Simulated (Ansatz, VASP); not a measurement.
# Se (Selenium): VASP beside Ansatz

Wanted: the spread between two codes on one cell, functional and k mesh. The cell is taken from a series of runs on this material, whose earlier steps may have relaxed, scaled, displaced or heated it; both programs get it as it stands.

Program: Ansatz 0.2.0. Level of theory: plane waves, with VASP 6.6.1 beside it; relaxation of cell and atoms at LDA. Results are calculated unless marked as measured.

**1. The structure**

It takes space group P3_121 (No. 152, trigonal). The conventional cell has a = 3.948 Å, b = 3.948 Å, c = 5.118 Å, α = 90.00°, β = 90.00°, γ = 120.00°. Nearest to Se lie 2 Se at 2.44 Å.

**2. Ansatz: relaxation of cell and atoms, LDA, pair 1**

Ansatz runs on its PAW soft_1 files.

The relaxed volume is the usual yardstick between codes: in a stiff, nearly cubic crystal its relative difference is about their pressure difference at one cell divided by the bulk modulus.

input.yaml

```yaml
crystal:
  lattice:
    - [3.9480411464, 0.0, 0.0]
    - [-1.9740205732, 3.4191039279, 0.0]
    - [0.0, 0.0, 5.1176409016]
  atoms:
    - { symbol: Se, position: [0.2553316145, 0.0, 0.3333333333] }
    - { symbol: Se, position: [0.0, 0.2553316145, 0.6666666667] }
    - { symbol: Se, position: [0.7446683855, 0.7446683855, 0.0] }
kpoints:
  mp_grid: { grid: [12, 12, 8] }
hamiltonian:
  xc: lda
  pseudopotentials: { kind: paw, azcp: { folder: soft_1 }, xc_functional: pbe }
scf:
  occupations: { method: gaussian, width: 0.01 }
output:
  forces: true
  stress: true
  eigenvalues: true
relax:
  adjacent_minimum: "off"
  f_tol: 0.005
  max_steps: 80
  cell: { stress_tol: 0.05 }
```

Run with:

```console
ansatz run input.yaml --threads 4 --pin off --max-ram 10240MiB --backend cpu --events-out ev --progress --plain --runs-dir out
```

Numbers of over 12 decimals in the logs are rounded to 6 here.

The log of the run:

```text
Engine: ansatz 0.2.0, x86_64-unknown-linux-gnu
Pseudopotentials: kind: paw
Pseudopotential: Se, paw, valence charge 16, recommended cutoff 420 eV (normal), soft_1/Se.paw.azcp
Functional definition: SPW92
  exchange = slater_x
  correlation = pw_c
Crystal: 3 atoms, lattice volume = 69.082 Å³
Basis set: ecut = 420 eV, 1385 PW (Γ)
Bands: 29, of which v1, the nominal top of the filled ones, is band 24 counted from 1 (23 counted from 0)
Symmetry: 6 space group operations
Space group: P3121 (ITA 152), of the structure as read, at distance tolerance 4.1e-5 Å
k-points: 131 of 1152 (time reversal used)
Non-local potential: Se, projectors of the file, l = 0: 2, l = 1: 2, l = 2: 3, l = 3: 1
PAW form: soft (Blöchl's): semilocal exchange-correlation on the pseudo side does not see the compensation charge
PAW frozen core: Se, regenerated for the run's functional, and the local potential with it (the file was generated under x = pbe(κ = 0.804, μ = 0.219515), c = pbe(β = 0.066725))
PAW one-centre angular grid: Se, 590 points (default); XC on 64 Gauss nodes
Initial density: superposition of atomic densities (chi_scale 0.1, normalization cell)
Initial wavefunctions: pseudopotential atomic-orbital guess
Functional: x = slater, c = lda
SCF iter   1: F=—  HF=-16149.876281 eV  |F-HF|=—  |Δ(HF+E_count)|=         —  Δρ=2.56e-2  dr2=2.66e-1  ethr=3.10e-3  ⟨swp⟩=6.4  Hψ=15551  notcnv=0
preconditioner: auto → Resta (q_TF=auto, 2.568 Å⁻¹)  ε∞=4.2  [insulator: Δε(μ)=0.433 eV  Ē_g=10.532 eV  σ=0.010 eV  W_gap=1.00  n_scr=22 (ndim 8)  ℏωp=19.0 eV  f_vac=0.009  D(μ)=0.00/eV (n_scr^D=0)  ε∞_Penn≈4.2]
SCF iter   2: F=—  HF=-16149.816023 eV  |F-HF|=—  |Δ(HF+E_count)|=   6.03e-2  Δρ=1.38e-2  dr2=7.79e-2  ethr=5.54e-4  ⟨swp⟩=2.0  Hψ=5371  notcnv=0  defer=131
SCF iter   3: F=—  HF=-16149.796547 eV  |F-HF|=—  |Δ(HF+E_count)|=   1.95e-2  Δρ=1.35e-3  dr2=8.01e-4  ethr=1.62e-4  ⟨swp⟩=2.0  Hψ=5281  notcnv=0  defer=131
SCF iter   4: F=—  HF=-16149.796688 eV  |F-HF|=—  |Δ(HF+E_count)|=   1.40e-4  Δρ=2.85e-4  dr2=4.18e-5  ethr=1.67e-6  ⟨swp⟩=2.0  Hψ=7338  notcnv=0  defer=131
SCF iter   5: F=—  HF=-16149.796627 eV  |F-HF|=—  |Δ(HF+E_count)|=   6.01e-5  Δρ=1.21e-4  dr2=1.04e-5  ethr=8.72e-8  ⟨swp⟩=2.0  Hψ=6814  notcnv=0  defer=131
SCF iter   6: F=—  HF=-16149.796630 eV  |F-HF|=—  |Δ(HF+E_count)|=   2.40e-6  Δρ=3.17e-5  dr2=6.80e-7  ethr=2.17e-8  ⟨swp⟩=2.2  Hψ=5038  notcnv=0  defer=131
SCF iter   7: F=-16149.796630 eV  HF=-16149.796630 eV  |F-HF|=5.80e-9  |Δ(HF+E_count)|=   2.29e-7  Δρ=6.07e-6  dr2=1.80e-8  ethr=2.08e-10  ⟨swp⟩=9.0  Hψ=17273  notcnv=0
SCF 1 converged in 7 iterations: F = -16149.796630 eV  dr2 = 1.80e-8
  greatest PAW one-centre occupation: 1.000 electrons in one spin orbital (limit 2), on the Se atom at site 2 (counted from 0), in its partial waves of l = 2
relax step   1: F+E_penalty+E_count = -16149.79663006 eV  Δ(F+E_penalty+E_count) = +0.000e0 eV  max|allowed force component| = 5.864e-4 eV/Å  Δτ_max = 0.0000 Å  P = -0.010 GPa  Ω = 69.082 Å³  (7 SCF iters, dr2 threshold 1.00e-7 eV, accepted)
Initial density: handed on by an earlier stage of this run
Initial wavefunctions: pseudopotential atomic-orbital guess (no wavefunctions were taken with the density)
iter 1 solved again at ethr=1.29e-7 eV; its pass at ethr=3.10e-3 eV (dr2=6.19e-5 eV) is discarded
SCF iter   1: F=—  HF=-16149.796631 eV  |F-HF|=—  |Δ(HF+E_count)|=         —  Δρ=5.89e-6  dr2=1.69e-8  ethr=1.29e-7  ⟨swp⟩=2.9  Hψ=24874  notcnv=0
eigensolver tolerance schedule: the retry pair's looser diagonalisation over-reported the residual by 3674.26 of it (diagonalisation noise at 0.18 of the residual, at the tolerance the schedule requests for it); recorded, not acted on — ethr = c·dr2/N_el stays at c = 1.0e-1
preconditioner: auto → Resta (q_TF=auto, 2.568 Å⁻¹)  ε∞=4.3  [insulator: Δε(μ)=0.290 eV  Ē_g=10.492 eV  σ=0.010 eV  W_gap=1.00  n_scr=22 (ndim 8)  ℏωp=19.0 eV  f_vac=0.023  D(μ)=0.00/eV (n_scr^D=0)  ε∞_Penn≈4.3]
SCF iter   2: F=—  HF=-16149.796630 eV  |F-HF|=—  |Δ(HF+E_count)|=   1.04e-6  Δρ=3.79e-6  dr2=7.67e-9  ethr=3.51e-11  ⟨swp⟩=2.3  Hψ=7071  notcnv=0
SCF iter   3: F=—  HF=-16149.796630 eV  |F-HF|=—  |Δ(HF+E_count)|=   3.33e-9  Δρ=8.44e-7  dr2=5.70e-10  ethr=1.60e-11  ⟨swp⟩=2.5  Hψ=5577  notcnv=0
SCF iter   4: F=—  HF=-16149.796630 eV  |F-HF|=—  |Δ(HF+E_count)|=  1.56e-10  Δρ=4.78e-7  dr2=1.63e-10  ethr=1.19e-12  ⟨swp⟩=2.0  Hψ=6937  notcnv=0
SCF iter   5: F=-16149.796630 eV  HF=-16149.796630 eV  |F-HF|=9.09e-12  |Δ(HF+E_count)|=  1.46e-11  Δρ=1.48e-7  dr2=1.64e-11  ethr=1.00e-12  ⟨swp⟩=4.6  Hψ=19025  notcnv=0
SCF 2 converged in 5 iterations: F = -16149.796630 eV  dr2 = 1.64e-11
  greatest PAW one-centre occupation: 1.000 electrons in one spin orbital (limit 2), on the Se atom at site 0 (counted from 0), in its partial waves of l = 2
relax step   2: F+E_penalty+E_count = -16149.79663006 eV  Δ(F+E_penalty+E_count) = -1.723e-9 eV  max|allowed force component| = 5.833e-4 eV/Å  Δτ_max = 0.0000 Å  P = -0.010 GPa  Ω = 69.082 Å³  stress off target by 2.16e-2 GPa  SCF on the basis re-selected at this cell (its energy is not comparable with the rows above)  (5 SCF iters)
basis re-selected at this cell: Δ(F+E_penalty+E_count) = -1.723e-9 eV, ΔP = +0.000 GPa vs the last step (what re-selecting the basis moved, of the pressure what is left beyond the Pulay correction that the steps carried, after the strain that the cell walked since its last selection, with what the two solves' SCF thresholds leave and, on support functions, any second-order correction that the steps lacked; it is no m [...]
SCF converged after 5 iterations
Free energy (F): -16149.796630 eV
Harris-Foulkes:  -16149.796630 eV  (|F-HF|=9.09e-12)
Internal energy: -16149.796630 eV  (E = F + TS)
E sigma→0 (E₀):  -16149.796630 eV
Fermi energy:    8.814612 eV
--- Per-component energies (eV) ---
  E_band       = -1161.095439
  E_kinetic    = 330.955322
  E_local      = -7653.960806  (includes V_loc(G=0)·N_el)
  E_nonlocal   = -1048.267589
  E_hartree    = 4033.136088
  E_xc         = -253.403076
  E_vxc        = -270.453971  (∫ρ·V_xc dr)
  E_paw        = -6138.509656  (= ΣΔE_a)
  E_vpaw       = -585.639341  (= ΣTr[D̂ρ^β])
  E_aug_tail   = -0.001091  (compensation charges beyond the density's cutoff)
  E_ewald      = -5426.397902
  E_core_change = 6.652080  (= ΣΔE_core)
  E_smearing   = -0.000000  (= −TS)
  E_closure    = -0.000000  (closes the sum)
  Σ components = -16149.796630   (vs F -16149.796630, Δ=0.00e0)
--- Forces (eV/Å), atoms counted from 1 ---
  atom   1  Se     0.00058332     0.00000000     0.00000000
  atom   2  Se    -0.00029166     0.00050517    -0.00000000
  atom   3  Se    -0.00029166    -0.00050517     0.00000000
  max |Σ_I F_I| component: 8.96e-18 eV/Å
--- Stress (GPa, compression-positive) ---
       -0.021586      -0.000000      -0.000000
        0.000000      -0.021586       0.000000
       -0.000000       0.000000       0.012185
  P = ⅓ Tr σ = -0.0103 GPa (-0.103 kbar)
--- Band table (eV; the first three rows and the last of 131) ---
  k-point 0: bands = [... 20 lower, 5.2270, 6.6880, 6.6880, 7.9651, 9.9926, 9.9926, 10.6577, 14.8757, ... 1 higher]
  k-point 1: bands = [... 20 lower, 5.5044, 6.6758, 6.7950, 7.9280, 9.8595, 9.8844, 10.4644, 14.7718, ... 1 higher]
  k-point 2: bands = [... 20 lower, 5.6444, 6.7917, 6.9516, 7.8109, 9.5900, 9.6591, 10.0402, 14.4443, ... 1 higher]
  k-point 130: bands = [... 20 lower, 2.7378, 7.4270, 8.6693, 8.6693, 8.9596, 10.6243, 10.6243, 15.8409, ... 1 higher]
--- Relaxed structure (1 steps of the walk, 1 accepted, 1 SCFs on fresh bases) ---
  F+E_penalty+E_count = -16149.79663006 eV   max|allowed force component| = 5.833e-4 eV/Å   (the final SCF, on the basis selected at the relaxed cell)
  cell:  # Å, volume = 69.0818 Å³
    - [3.948041, 0.0, 0.0]
    - [-1.974021, 3.419104, 0.0]
    - [0.0, 0.0, 5.1176409016]
  atoms:
    - { symbol: Se, position: [0.255332, 0.0, 0.333333] }
    - { symbol: Se, position: [0.0, 0.255332, 0.666667] }
    - { symbol: Se, position: [0.7446683855, 0.744668, 0.0] }
```

**3. VASP: relaxation of cell and atoms, LDA, pair 1**

The same cell, functional (in two slightly different forms), mesh and smearing now go to VASP, with its own data sets.

Lines of VASP's logs that name or quote its potential files are left out, and so is its time.

INCAR

```
SYSTEM = Se
PREC = Accurate
ENCUT = 500
EDIFF = 1E-07
NELM = 120
ISMEAR = 0
SIGMA = 0.01
LREAL = .FALSE.
ALGO = Normal
GGA = CA
NBANDS = 15
LORBIT = 11
LWAVE = .FALSE.
LCHARG = .FALSE.
ISIF = 3
IBRION = 2
NSW = 80
EDIFFG = -0.005
LASPH = .TRUE.
GGA_COMPAT = .FALSE.
NELMIN = 4
EFERMI = MIDGAP
KPAR = 2
```

POSCAR

```
Se
1.0
    3.9480410000      0.0000000000      0.0000000000
   -1.9740210000      3.4191040000      0.0000000000
    0.0000000000      0.0000000000      5.1176410000
Se
3
Direct
    0.2553316949      0.0000000000      0.3333332682
    0.9999999418      0.2553315138      0.6666667318
    0.7446686166      0.7446684862      0.0000000000
```

KPOINTS

```
Automatic mesh
0
Gamma
12 12 8
0 0 0
```

The projector-augmented-wave data sets are Se (LDA family, release 64).

Run with:

```console
mpirun -np 2 vasp_std
```

The log of the run:

```text
[banner, memory and clock lines left out]
running    2 mpi-ranks, on    1 nodes
 distrk:  each k-point on    1 cores,    2 groups
 distr:  one band on    1 cores,    1 groups

 POSCAR found type information on POSCAR Se
 POSCAR found :  1 types and       3 ions
 LDA part: xc-table for (Slater(with rela. corr.)+CA(PZ))
 , standard interpolation
 POSCAR, INCAR and KPOINTS ok, starting setup
 FFT: planning ... GRIDC
 FFT: planning ... GRID_SOFT
 FFT: planning ... GRID
 WAVECAR not read
 entering main loop
       N       E                     dE             d eps       ncg     rms          rms(c)
DAV:   1     0.764834834666E+02    0.76483E+02   -0.72981E+03  3930   0.988E+02
DAV:   2    -0.778748235263E+01   -0.84271E+02   -0.80006E+02  5209   0.161E+02
DAV:   3    -0.125309438010E+02   -0.47435E+01   -0.47189E+01  4553   0.434E+01
DAV:   4    -0.125645925167E+02   -0.33649E-01   -0.33622E-01  5274   0.428E+00
DAV:   5    -0.125647954909E+02   -0.20297E-03   -0.20297E-03  4812   0.324E-01    0.766E+00
DAV:   6    -0.125016686400E+02    0.63127E-01   -0.30514E-02  5015   0.112E+00    0.468E+00
DAV:   7    -0.124786945727E+02    0.22974E-01   -0.58558E-02  4469   0.149E+00    0.185E-01
DAV:   8    -0.124778118606E+02    0.88271E-03   -0.84440E-03  4350   0.586E-01    0.111E-01
DAV:   9    -0.124778370899E+02   -0.25229E-04   -0.24053E-04  5540   0.107E-01    0.300E-02
DAV:  10    -0.124778302613E+02    0.68286E-05   -0.28252E-05  4819   0.355E-02    0.630E-03
DAV:  11    -0.124778306964E+02   -0.43507E-06   -0.55714E-06  5309   0.137E-02    0.359E-03
DAV:  12    -0.124778304308E+02    0.26555E-06   -0.73782E-07  4539   0.541E-03    0.111E-03
DAV:  13    -0.124778303958E+02    0.34969E-07   -0.11816E-07  2959   0.203E-03
   1 F= -.12477830E+02 E0= -.12477830E+02  d E =-.124778E+02
[...]
2 F= -.12477912E+02 E0= -.12477912E+02  d E =-.819725E-04
[...]
3 F= -.12478049E+02 E0= -.12478049E+02  d E =-.218308E-03
[...]
4 F= -.12478071E+02 E0= -.12478071E+02  d E =-.223364E-04
 ZBRENT: can't locate minimum, use default step
 trial-energy change:   -0.000022  1 .order   -0.000023   -0.000024   -0.000021
 step:   3.6473(harm=  5.7975)  dis= 0.00191  next Energy=   -12.478127 (dE=-0.779E-04)
 bond charge predicted
       N       E                     dE             d eps       ncg     rms          rms(c)
DAV:   1    -0.124782107315E+02   -0.13968E-03   -0.97961E-03  3930   0.548E-01    0.627E-02
DAV:   2    -0.124781525936E+02    0.58138E-04   -0.47337E-04  5386   0.135E-01    0.317E-02
DAV:   3    -0.124781185384E+02    0.34055E-04   -0.55684E-05  4392   0.394E-02    0.128E-02
DAV:   4    -0.124781150784E+02    0.34600E-05   -0.95730E-06  5190   0.168E-02    0.477E-03
DAV:   5    -0.124781149731E+02    0.10533E-06   -0.19229E-07  3622   0.315E-03    0.130E-03
DAV:   6    -0.124781149744E+02   -0.13059E-08   -0.35743E-08  2616   0.129E-03
   5 F= -.12478115E+02 E0= -.12478115E+02  d E =-.662701E-04
 curvature:  -2.43 expect dE=-0.912E-05 dE for cont linesearch -0.855E-05
 trial: gam=-0.22650 g(F)=  0.136E-05 g(S)=  0.240E-05 ort = 0.991E-05 (trialstep = 0.146E+01)
 search vector abs. value=  0.701E-06
 reached required accuracy - stopping structural energy minimisation
```

OUTCAR, selected parts (step 3):

```text
ion  position               nearest neighbor table
   1  0.255  0.000  0.333-   3 2.44   2 2.44
   2  1.000  0.255  0.667-   3 2.44   1 2.44
   3  0.745  0.745  0.000-   1 2.44   2 2.44

  LATTYP: Found a hexagonal cell.
 ALAT       =     3.9480410000
 C/A-ratio  =     1.2962481899

 Subroutine GETGRP returns: Found  6 space group operations
 (whereof  2 operations were pure point group operations)

The static configuration has the point symmetry C_2 .
 The point group associated with its full space group is D_3 .

 Found    131 irreducible k-points:

   k-points           NKPTS =    131   k-points in BZ     NKDIM =    131   number of bands    NBANDS=     15

   dimension x,y,z NGX =    30 NGY =   30 NGZ =   40
   dimension x,y,z NGXF=    60 NGYF=   60 NGZF=   80

   ENCUT  =  500.0 eV  36.75 Ry    6.06 a.u.   7.20  7.20  9.33*2*pi/ulx,y,z

   NELECT =      18.0000    total number of electrons

 k-points in reciprocal lattice and weights: Automatic mesh
   0.00000000  0.00000000  0.00000000       0.001
   0.08333333 -0.00000000  0.00000000       0.005
   0.16666667 -0.00000000  0.00000000       0.005
   0.25000000 -0.00000000  0.00000000       0.005
   0.33333333 -0.00000000  0.00000000       0.005
   0.41666667 -0.00000000  0.00000000       0.005
   0.50000000 -0.00000000  0.00000000       0.003
   0.08333333  0.08333333  0.00000000       0.005
   0.16666667  0.08333333  0.00000000       0.010
[...]
0.33333333  0.25000000  0.50000000       0.010
   0.33333333  0.33333333  0.50000000       0.002

 average (electrostatic) potential at core
       1 -60.7717       2 -60.7717       3 -60.7717

 E-fermi :   4.5766

 k-point     1 :       0.0000    0.0000    0.0000
  band No.  band energies     occupation
    ...
      5       1.0178      2.00000
      6       1.0178      2.00000
      7       2.4605      2.00000
      8       2.4605      2.00000
      9       3.7248      2.00000
     10       5.7467      0.00000
     11       5.7467      0.00000
     12       6.4210      0.00000
     13      10.6167      0.00000
     14      10.6168      0.00000
    ...

 k-point     2 :       0.0833   -0.0000    0.0000
  band No.  band energies     occupation
    ...
      5       0.7302      2.00000
      6       0.9732      2.00000
      7       2.6044      2.00000
      8       2.8789      2.00000
      9       3.7664      2.00000
     10       5.5698      0.00000
     11       5.7147      0.00000
     12       6.3761      0.00000
     13      10.5316      0.00000
     14      10.5729      0.00000
    ...

 k-point     3 :       0.1667   -0.0000    0.0000
  band No.  band energies     occupation
    ...
      5       0.2614      2.00000
      6       0.7411      2.00000
      7       2.8344      2.00000
      8       3.2882      2.00000
      9       3.5912      2.00000
     10       5.5454      0.00000
     11       5.6961      0.00000
     12       6.3806      0.00000
     13      10.0493      0.00000
     14      10.6194      0.00000
    ...

  Total       -0.0084944     -0.0084944      0.0021974      0.0000000      0.0000000      0.0000000
  in kB       -0.1968166     -0.1968167      0.0509137      0.0000000      0.0000000      0.0000000
  external PRESSURE =      -0.1142399 kB  Pullay stress =       0.0000000 kB

  energy-cutoff  :      500.00
  volume of cell :       69.15
      direct lattice vectors                 reciprocal lattice vectors
     3.946593742  0.000000000 -0.000000000     0.253383060  0.146290807  0.000000000
    -1.973297371  3.417850638  0.000000000    -0.000000000  0.292581539 -0.000000000
    -0.000000000  0.000000000  5.126344169     0.000000000 -0.000000000  0.195070789

 POSITION                                       TOTAL-FORCE (eV/Angst)
 -----------------------------------------------------------------------------------
     -0.96269      3.41785      1.70878         0.003068      0.000000     -0.000000
      3.44129      0.87521      3.41756        -0.001534      0.002657      0.000000
      1.46799      2.54264     -0.00000        -0.001534     -0.002657      0.000000
 -----------------------------------------------------------------------------------
    total drift:                               -0.000098      0.000278      0.000032

  FREE ENERGIE OF THE ION-ELECTRON SYSTEM (eV)
  ---------------------------------------------------
  free  energy   TOTEN  =       -12.4781149744 eV

  energy  without entropy=      -12.4781149744  energy(sigma->0) =      -12.47811497

 reached required accuracy - stopping structural energy minimisation

 total charge
# of ion       s       p       d       tot
------------------------------------------
    1        1.531   2.138   0.059   3.729
    2        1.531   2.138   0.059   3.729
    3        1.531   2.138   0.059   3.729
--------------------------------------------------
tot          4.593   6.415   0.178  11.186

[... 3 further parts left out ...]
```

The run keeps the 6 symmetry operations of its start, so it cannot find a distortion of lower symmetry.

**4. Side by side**

Known differences besides the potentials themselves: the two LDA forms differ slightly; the data sets hold 48 valence electrons in Ansatz (on its PAW soft_1 files) and 18 in VASP; the cutoff is 420 eV in Ansatz and 500 eV in VASP; VASP's log shows a relativistic correction to its local exchange, Ansatz's none; Ansatz adds a Pulay correction to the stress that steers its cell, VASP none. Total energies have different zeros and are not compared.

The two programs side by side:

| quantity | Ansatz | VASP | difference |
| --- | --- | --- | --- |
| volume (Å³) | 69.08 | 69.15 | -0.10 % |
| edge a after relaxation, in the typed setting (Å) | 3.948 | 3.947 | +0.04 % |
| edge c after relaxation, in the typed setting (Å) | 5.118 | 5.126 | -0.17 % |

[end of part 1 of 2]

[Lines on the potential files, build, host, timing and source positions are cut from VASP's logs without a mark.]

[Logs are printed without paths, hosts, clocks, repeated set-up lines and the standing remarks that a program may print on its own settings, such as how far it seeks lower states.]

[Hosts, paths, dates, database ids (printed as entryN), source tags and the programs' standing remarks are cut or masked in the printed files.]
